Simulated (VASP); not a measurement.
Method: r2SCAN meta-GGA, VASP's PBE PAW potentials (set 64) (plane waves; VASP).

VASP input:

### INCAR
```
ALGO=Normal
EDIFF=1E-7
EDIFFG=-0.01
ENCUT=600
IBRION=2
ISIF=3
ISMEAR=0
LASPH=.TRUE.
LCHARG=.FALSE.
LMAXMIX=4
LMIXTAU=.TRUE.
LREAL=.FALSE.
LWAVE=.FALSE.
METAGGA=R2SCAN
NELM=100
NSW=40
PREC=Accurate
PSTRESS=100
SIGMA=0.05
SYSTEM=SrO
```

**POSCAR**
```
SrO
1.0
  0.0000000000   2.5846390158   2.5846390158
  2.5846390158   0.0000000000   2.5846390158
  2.5846390158   2.5846390158   0.0000000000
Sr O
1 1
Direct
  0.0000000000   0.0000000000   0.0000000000
  0.5000000000   0.5000000000   0.5000000000
```

### KPOINTS
```
Automatic mesh
0
Gamma
8 8 8
0 0 0
```

POTCAR, in this order: Sr_sv O (PBE.64 set). Program: vasp_std.

Energy and stress use the plane-wave basis of the starting cell.

Q: What does the run give for the energy per atom (σ→0), volume per atom, band gap (on the k-mesh)?

A: 
```json
{
  "energy per atom (σ→0)": "-13.488 eV/atom",
  "band gap (on the k-mesh)": "3.69 eV",
  "volume_per_atom": "15.81 Å^3/atom"
}
```

OSZICAR:
```
...
DAV:   6    -0.269766246459E+02    0.76798E-05   -0.44969E-06   712   0.316E-02    0.256E-03
DAV:   7    -0.269766310211E+02   -0.63752E-05   -0.25791E-06  1128   0.163E-02    0.195E-03
DAV:   8    -0.269766255902E+02    0.54308E-05   -0.45141E-07   708   0.984E-03    0.160E-03
DAV:   9    -0.269766275840E+02   -0.19938E-05   -0.24639E-07   624   0.693E-03    0.286E-04
DAV:  10    -0.269766272968E+02    0.28716E-06   -0.98780E-09   360   0.114E-03    0.215E-04
DAV:  11    -0.269766267462E+02    0.55067E-06   -0.51332E-09   348   0.916E-04    0.885E-05
DAV:  12    -0.269766268135E+02   -0.67339E-07   -0.13060E-09   348   0.443E-04
   5 F= -.25002625E+02 E0= -.25002625E+02  d E =-.366064E-05
```

The compound is SrO in the rock salt structure. This run relaxes it under an external pressure of 10 GPa. Symmetry was kept, so distortions that lower it aren't found.
